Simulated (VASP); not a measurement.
Set up this calculation in VASP 6.6.1, as the native input.

| Property | Result |
| --- | --- |
| Task | single point |
| Functional | PBEsol |
| Potentials or basis | VASP PAW PBE potentials, release 64 (Na_pv, Ru_pv) |
| Cutoff | 520 eV |
| k mesh | 8 × 8 × 8 |
| Occupations | fermi-dirac, width 0.1 eV |
| Spin | non-collinear spin, typed start, spin-orbit coupling |
| Starting moments | [[0.0, 0.0, 0.0], [1.414, 1.414, 0.0]] μB |
| Dipole correction | no |
| Further INCAR settings | ALGO = Normal; EDIFF = 1e-07; NBANDS = 33 |

The structure of NaRu lies in POSCAR:

```
NaRu
1.0
    0.0000000000      2.5741202100      2.5741202100
    2.5741202100      0.0000000000      2.5741202100
    2.5741202100      2.5741202100      0.0000000000
Na Ru
1 1
Direct
    0.0000000000      0.0000000000      0.0000000000
    0.5000000000      0.5000000000      0.5000000000
```

The cell was built by a generator and needn't be a form met in nature.

These files were run (other wordings do the same):

INCAR

```
SYSTEM = NaRu
PREC = Accurate
ENCUT = 520
EDIFF = 1E-7
ISMEAR = -1
SIGMA = 0.1
LREAL = .FALSE.
LASPH = .TRUE.
NELM = 150
ALGO = Normal
ISIF = 2
LWAVE = .FALSE.
LCHARG = .FALSE.
LNONCOLLINEAR = .TRUE.
MAGMOM = 0 0 0 1.414 1.414 0
LORBIT = 11
LSORBIT = .TRUE.
GGA_COMPAT = .FALSE.
LORBMOM = .TRUE.
LMAXMIX = 4
GGA = PS
NBANDS = 33
```

KPOINTS

```
Automatic mesh
0
G
  8 8 8
  0 0 0
```

Potentials or basis: VASP PAW PBE potentials, release 64 (Na_pv, Ru_pv).

The run is started by

```sh
$ cat potpaw_PBE.64/Na_pv/POTCAR potpaw_PBE.64/Ru_pv/POTCAR > POTCAR
$ mpirun -np 1 vasp_ncl > vasp.out
```

It gave:

```json
{
 "Pressure": "7.5 GPa",
 "Net moment": "1.64 μB per cell",
 "Valence electrons inside the program's atomic spheres": "Na 6.24; Ru 12.45"
}
```

Caveat: the PAW data sets were made with another functional, which shifts forces and pressure a little.

Run time: 12 min on 1 thread of Intel(R) Xeon(R) Platinum 8259CL CPU @ 2.50GHz (Skylake/Cascade Lake), on a shared host, peak memory 0.42 GiB.
